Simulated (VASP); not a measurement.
Data:

```yaml
crystal:
  lattice:
    - [0.00000, 2.70863, 2.70863]
    - [2.70863, 0.00000, 2.70863]
    - [2.70863, 2.70863, 0.00000]
  atoms:
    - { symbol: Cd, position: [0.00000, 0.00000, 0.00000] }
    - { symbol: F, position: [0.25000, 0.25000, 0.25000] }
    - { symbol: F, position: [0.75000, 0.75000, 0.75000] }
```

Calculation: AM05 GGA, VASP's PBE PAW potentials (set 64) (plane waves; VASP). Numerical set-up: 520 eV cut-off, Gaussian smearing of 0.050 eV, potentials Cd F.

Problem. Give the energies of bands 3 to 14 at the high-symmetry points, in eV from the valence-band maximum.

Solution. 
```json
[
 {"band": "3", "Γ": "-5.59", "X": "-5.37", "U": "-5.17", "L": "-5.26", "W": "-5.01"},
 {"band": "4", "Γ": "-5.59", "X": "-4.67", "U": "-4.79", "L": "-5.26", "W": "-4.67"},
 {"band": "5", "Γ": "-5.59", "X": "-4.67", "U": "-4.51", "L": "-4.36", "W": "-4.67"},
 {"band": "6", "Γ": "-4.43", "X": "-4.32", "U": "-4.48", "L": "-4.36", "W": "-4.52"},
 {"band": "7", "Γ": "-4.43", "X": "-4.15", "U": "-4.39", "L": "-4.18", "W": "-4.52"},
 {"band": "8", "Γ": "-0.94", "X": "-3.10", "U": "-3.37", "L": "-2.75", "W": "-3.47"},
 {"band": "9", "Γ": "-0.94", "X": "-2.91", "U": "-2.49", "L": "-2.22", "W": "-2.57"},
 {"band": "10", "Γ": "-0.94", "X": "-2.91", "U": "-2.30", "L": "-1.80", "W": "-1.51"},
 {"band": "11", "Γ": "-0.52", "X": "-0.47", "U": "-0.92", "L": "-1.80", "W": "-1.51"},
 {"band": "12", "Γ": "-0.52", "X": "-0.09", "U": "-0.33", "L": "-0.41", "W": "-0.56"},
 {"band": "13", "Γ": "-0.52", "X": "-0.09", "U": "-0.20", "L": "-0.41", "W": "0.00"},
 {"band": "14", "Γ": "2.97", "X": "7.78", "U": "7.74", "L": "6.98", "W": "7.84"}
]
```

The gap is indirect, 2.97 eV, from the valence maximum at W to the conduction minimum at Γ.

Measured: gap 7.80 eV (computed value off by -4.83 eV), as given by Giancarlo Cappellini et al., Physical Review B (2013), arXiv:1302.2571.

The compound is CdF2 in the fluorite structure. It was relaxed first.
